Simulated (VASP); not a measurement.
VASP ran on this input.

**POSCAR**
```
C
1
    1.2307166190    -2.1316632198     0.0000000000
    1.2307166190     2.1316632198     0.0000000000
    0.0000000000     0.0000000000     7.1929605618
C
4
Direct
  0.0000000000   0.0000000000   0.2500000000
  0.0000000000   0.0000000000   0.7500000000
  0.3333330000   0.6666670000   0.2500000000
  0.6666670000   0.3333330000   0.7500000000
```

INCAR:
```
SYSTEM=C
PREC=Accurate; ENCUT=620; LREAL=F
LASPH=T
EDIFF=1E-6; NELM=100; ALGO=Normal
ISMEAR=0; SIGMA=0.05
GGA=PS
IBRION=2; NSW=40; ISIF=3
EDIFFG=-0.02
LWAVE=F; LCHARG=F
```

KPOINTS:
```
kpoints
0
gamma
 10 10 3
```

POTCAR, in this order: C (PBE.64 set). Program: vasp_std.

Task: Translate this PBEsol calculation to Ansatz.

Result: One equivalent input (not run):
Ansatz 0.2 input:
```yaml
crystal:
  lattice:
    - [1.2307166, -2.1316632, 0.0000000]
    - [1.2307166, 2.1316632, 0.0000000]
    - [0.0000000, 0.0000000, 7.1929606]
  atoms:
    - { symbol: C, position: [0.0000000, 0.0000000, 0.2500000] }
    - { symbol: C, position: [0.0000000, 0.0000000, 0.7500000] }
    - { symbol: C, position: [0.3333330, 0.6666670, 0.2500000] }
    - { symbol: C, position: [0.6666670, 0.3333330, 0.7500000] }
kpoints:
  mp_grid: { grid: [10, 10, 3] }
hamiltonian:
  xc: pbesol
  pseudopotentials: { kind: paw }
scf:
  occupations: { method: gaussian, width: 0.05 }
  max_iter: 100
relax:
  max_steps: 40
  f_tol: 0.02
  cell: {}
output: { forces: true, stress: true, eigenvalues: true }
```
Limits of the translation: each code has its own PAW files, so the cut-off isn't converted (ENCUT is set for VASP's; basis.ecutwfc is left out, and Ansatz then takes the one that its files recommend); Ansatz stops its SCF on the density residual and VASP on the energy change (EDIFF).

The compound is C in the graphite structure. This run relaxes it. Symmetry was kept, so distortions that lower it aren't found.
